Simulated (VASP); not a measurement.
Calculation: PBE GGA, VASP's PBE PAW potentials (set 64) (plane waves; VASP).

The input files of a VASP run:

File POSCAR:
```
Ag
1.0
  0.0000000000   2.0450000000   2.0450000000
  2.0450000000   0.0000000000   2.0450000000
  2.0450000000   2.0450000000   0.0000000000
Ag
1
Cartesian
  0.0000000000   0.0000000000   0.0000000000
```

### KPOINTS
```
kpoints
0
Gamma
  18 18 18
```

INCAR:
```
SYSTEM = Ag
PREC = Accurate
ENCUT = 300
EDIFF = 1E-6
NELM = 100
ALGO = Normal
LREAL = .FALSE.
LASPH = .TRUE.
ISMEAR = -1
SIGMA = 0.1
GGA = PE
LMAXMIX = 4
LWAVE = .FALSE.
LCHARG = .FALSE.
ISIF = 2
```

POTCAR, in this order: Ag (PBE.64 set). Program: vasp_std.

The run wrote:

File OSZICAR:
```
       N       E                     dE             d eps       ncg     rms          rms(c)
DAV:   1     0.233561379915E+02    0.23356E+02   -0.42031E+03  4287   0.688E+02
DAV:   2    -0.280022769229E+01   -0.26156E+02   -0.24827E+02  3605   0.148E+02
DAV:   3    -0.297186392577E+01   -0.17164E+00   -0.17158E+00  4213   0.136E+01
DAV:   4    -0.297219392025E+01   -0.32999E-03   -0.32999E-03  3970   0.536E-01
DAV:   5    -0.297219617045E+01   -0.22502E-05   -0.22494E-05  3875   0.381E-02    0.518E+00
DAV:   6    -0.273468531521E+01    0.23751E+00   -0.11124E+00  3571   0.114E+01    0.341E+00
DAV:   7    -0.272597682534E+01    0.87085E-02   -0.97743E-03  3787   0.103E+00    0.190E+00
DAV:   8    -0.272289160619E+01    0.30852E-02   -0.56584E-04  3606   0.195E-01    0.682E-02
DAV:   9    -0.272290085946E+01   -0.92533E-05   -0.11916E-05  4057   0.355E-02    0.134E-02
DAV:  10    -0.272290605102E+01   -0.51916E-05   -0.30079E-06  3836   0.184E-02    0.447E-03
DAV:  11    -0.272290575950E+01    0.29152E-06   -0.14149E-07  1807   0.417E-03
   1 F= -.27229058E+01 E0= -.27191939E+01  d E =-.742367E-02
```

### OUTCAR
```
------------------------ aborting loop because EDIFF is reached ----------------------------------------
  FORCE on cell =-STRESS in cart. coord.  units (eV):
  Direction    XX          YY          ZZ          XY          YZ          ZX
  --------------------------------------------------------------------------------------
  Total        0.4370593      0.4370593      0.4370593      0.0000000      0.0000000     -0.0000000
  in kB       40.9393534     40.9393534     40.9393534      0.0000000      0.0000000     -0.0000000
  external PRESSURE =      40.9393534 kB  Pullay stress =       0.0000000 kB
  volume of cell :       17.10
      direct lattice vectors                 reciprocal lattice vectors
     0.000000000  2.045000000  2.045000000    -0.244498778  0.244498778  0.244498778
     2.045000000  0.000000000  2.045000000     0.244498778 -0.244498778  0.244498778
     2.045000000  2.045000000  0.000000000     0.244498778  0.244498778 -0.244498778
 POSITION                                       TOTAL-FORCE (eV/Angst)
 -----------------------------------------------------------------------------------
      0.00000      0.00000      0.00000         0.000000     -0.000000      0.000000
 -----------------------------------------------------------------------------------
    total drift:                                0.000000      0.000000     -0.000000
  FREE ENERGIE OF THE ION-ELECTRON SYSTEM (eV)
  ---------------------------------------------------
  free  energy   TOTEN  =        -2.7229057595 eV

  energy  without entropy=       -2.7154820918  energy(sigma->0) =       -2.71919393
```
(Selected blocks of OUTCAR.)

At this cut-off the stress carries a Pulay error, which pulls relaxed volumes low.

The structure is a typed Ag crystal (Fm-3m). The cell was not relaxed at this level.
